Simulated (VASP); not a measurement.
Computed with PBEsol GGA, VASP's PBE PAW potentials (set 64) (plane waves; VASP).

VASP input:

File POSCAR:
```
HgPPd5
1
    3.9376640000     0.0000000000     0.0000000000
    0.0000000000     3.9376640000     0.0000000000
    0.0000000000     0.0000000000     7.0369280000
Hg P Pd
1 1 5
Direct
  0.5000000000   0.5000000000   0.0000000000
  0.0000000000   0.0000000000   0.5000000000
  0.0000000000   0.5000000000   0.3028900000
  0.0000000000   0.5000000000   0.6971100000
  0.5000000000   0.0000000000   0.3028900000
  0.5000000000   0.0000000000   0.6971100000
  0.0000000000   0.0000000000   0.0000000000
```

### INCAR
```
ALGO = Normal
EDIFF = 1E-6
ENCUT = 300
GGA = PS
ISIF = 2
ISMEAR = 0
LASPH = .TRUE.
LCHARG = .FALSE.
LMAXMIX = 6
LREAL = .FALSE.
LWAVE = .FALSE.
NELM = 100
PREC = Accurate
SIGMA = 0.1
SYSTEM = HgPPd5
```

KPOINTS:
```
Automatic mesh
0
Gamma
5 5 3
0 0 0
```

POTCAR, in this order: Hg P Pd (PBE.64 set). Program: vasp_std.

The run wrote:

File OUTCAR:
```
 ion  position               nearest neighbor table
   1  0.500  0.500  0.000-   7 2.78   7 2.78   7 2.78   7 2.78   3 2.90   5 2.90   6 2.90   4 2.90
                             3 2.90   4 2.90   5 2.90   6 2.90
   2  0.000  0.000  0.500-   3 2.41   4 2.41   5 2.41   6 2.41   3 2.41   4 2.41   5 2.41   6 2.41
  LATTYP: Found a simple tetragonal cell.
 ALAT       =     3.9376640000
 C/A-ratio  =     1.7870818841
 Subroutine PRICEL returns:
 Original cell was already a primitive cell.
 Subroutine GETGRP returns: Found 16 space group operations
The static configuration has the point symmetry D_4h.
The dynamic configuration has the point symmetry D_4h.
 Subroutine INISYM returns: Found 16 space group operations
 Subroutine IBZKPT returns following result:
 Found     12 irreducible k-points:

 Following reciprocal coordinates:
            Coordinates               Weight
  0.000000  0.000000  0.000000      1.000000
  0.200000  0.000000  0.000000      4.000000
  0.400000  0.000000  0.000000      4.000000
  0.200000  0.200000  0.000000      4.000000
  0.400000  0.200000  0.000000      8.000000
  0.400000  0.400000  0.000000      4.000000
  0.000000  0.000000  0.333333      2.000000
...
```

File OSZICAR:
```
       N       E                     dE             d eps       ncg     rms          rms(c)
DAV:   1     0.322810421137E+03    0.32281E+03   -0.23909E+04   992   0.103E+03
DAV:   2    -0.291200806332E+02   -0.35193E+03   -0.33619E+03  1064   0.294E+02
DAV:   3    -0.406082085650E+02   -0.11488E+02   -0.11323E+02  1064   0.570E+01
DAV:   4    -0.407483027966E+02   -0.14009E+00   -0.14000E+00  1064   0.631E+00
DAV:   5    -0.407512542629E+02   -0.29515E-02   -0.29508E-02  1120   0.891E-01    0.208E+01
DAV:   6    -0.392316514301E+02    0.15196E+01   -0.67495E+00  1088   0.182E+01    0.113E+01
DAV:   7    -0.391208199067E+02    0.11083E+00   -0.10538E+00  1112   0.104E+01    0.668E+00
DAV:   8    -0.391022700453E+02    0.18550E-01   -0.79421E-01  1080   0.964E+00    0.258E+00
DAV:   9    -0.390400861452E+02    0.62184E-01   -0.34116E-01  1088   0.567E+00    0.815E-01
DAV:  10    -0.390349370507E+02    0.51491E-02   -0.20289E-02  1056   0.140E+00    0.354E-01
DAV:  11    -0.390351243739E+02   -0.18732E-03   -0.37711E-03  1104   0.430E-01    0.138E-01
DAV:  12    -0.390348879636E+02    0.23641E-03   -0.15728E-03  1040   0.352E-01    0.485E-02
DAV:  13    -0.390348799533E+02    0.80103E-05   -0.68952E-05  1056   0.773E-02    0.111E-02
DAV:  14    -0.390348801824E+02   -0.22909E-06   -0.68902E-06  1088   0.172E-02
   1 F= -.39034880E+02 E0= -.39030995E+02  d E =-.777063E-02
```

**OUTCAR**
```
------------------------ aborting loop because EDIFF is reached ----------------------------------------
  FORCE on cell =-STRESS in cart. coord.  units (eV):
  Direction    XX          YY          ZZ          XY          YZ          ZX
  --------------------------------------------------------------------------------------
  Total       -2.1383815     -2.1383815     -2.5782206      0.0000000     -0.0000000     -0.0000000
  in kB      -31.4004128    -31.4004128    -37.8590959      0.0000000     -0.0000000     -0.0000000
  external PRESSURE =     -33.5533071 kB  Pullay stress =       0.0000000 kB
  volume of cell :      109.11
      direct lattice vectors                 reciprocal lattice vectors
     3.937664000  0.000000000  0.000000000     0.253957676  0.000000000  0.000000000
     0.000000000  3.937664000  0.000000000     0.000000000  0.253957676  0.000000000
     0.000000000  0.000000000  7.036928000     0.000000000  0.000000000  0.142107465
 POSITION                                       TOTAL-FORCE (eV/Angst)
 -----------------------------------------------------------------------------------
      1.96883      1.96883      0.00000         0.000000     -0.000000     -0.000000
      0.00000      0.00000      3.51846         0.000000     -0.000000     -0.000000
      0.00000      1.96883      2.13142        -0.000000     -0.000000     -0.004569
      0.00000      1.96883      4.90551         0.000000     -0.000000      0.004569
      1.96883      0.00000      2.13142         0.000000      0.000000     -0.004569
      1.96883      0.00000      4.90551        -0.000000     -0.000000      0.004569
      0.00000      0.00000      0.00000         0.000000     -0.000000     -0.000000
 -----------------------------------------------------------------------------------
    total drift:                                0.000000     -0.000000     -0.000000
  FREE ENERGIE OF THE ION-ELECTRON SYSTEM (eV)
  ---------------------------------------------------
  free  energy   TOTEN  =       -39.0348801824 eV

  energy  without entropy=      -39.0271095525  energy(sigma->0) =      -39.03099487
```
(Selected blocks of OUTCAR.)

OUTCAR:
```
 val. band max:        8.3509005542   @ k =   0.0000   0.0000   0.0000

 cond. band min:       8.4651449413   @ k =   0.4000   0.0000   0.0000


 Fermi energy:         8.4416119095

 k-point     1 :       0.0000    0.0000    0.0000
  band No.  band energies     occupation
      1      -3.9159      2.00000
      2       0.8012      2.00000
      3       1.0965      2.00000
      4       1.2526      2.00000
      5       1.3274      2.00000
      6       1.5212      2.00000
      7       1.5869      2.00000
      8       1.5869      2.00000
      9       2.6614      2.00000
     10       2.6614      2.00000
     11       3.7936      2.00000
     12       3.9427      2.00000
     13       4.1090      2.00000
     14       4.1805      2.00000
     15       4.8515      2.00000
     16       5.1393      2.00000
     17       5.1393      2.00000
     18       5.2781      2.00000
     19       6.0881      2.00000
     20       6.0881      2.00000
     21       6.6835      2.00000
     22       6.8015      2.00000
     23       6.8183      2.00000
     24       7.0485      2.00000
     25       7.0485      2.00000
     26       7.2973      2.00000
     27       7.3122      2.00000
     28       7.4643      2.00000
     29       7.4643      2.00000
     30       7.5009      2.00000
     31       7.5605      2.00000
     32       8.3090      1.93931
     33       8.3509      1.80046
     34       8.7103      0.00014
     35       8.7103      0.00014
     36      11.2998      0.00000
     37      11.9033      0.00000
     38      14.2034      0.00000
     39      14.2596      0.00000
     40      14.2596      0.00000

 k-point     2 :       0.2000    0.0000    0.0000
  band No.  band energies     occupation
      1      -3.7554      2.00000
      2       1.0581      2.00000
      3       1.3368      2.00000
      4       1.4484      2.00000
      5       1.5011      2.00000
      6       1.5884      2.00000
      7       1.6251      2.00000
      8       1.6903      2.00000
...
```

At this cut-off the stress carries a Pulay error, which pulls relaxed volumes low. Unless said otherwise, spin-orbit coupling is left out, though it shifts the bands of the heavy elements here.

The structure comes from a computed database's HgPPd5 entry (P4/mmm); how it stands against other phases isn't given here. The cell was not relaxed at this level, and its volume differs by -5.9 % from the start's. The k-mesh is coarse (spacing up to 0.32 per Å, 2π included), so the numbers may not be converged in it. The electron count is odd and the run is not spin-polarised, which forces a metal.
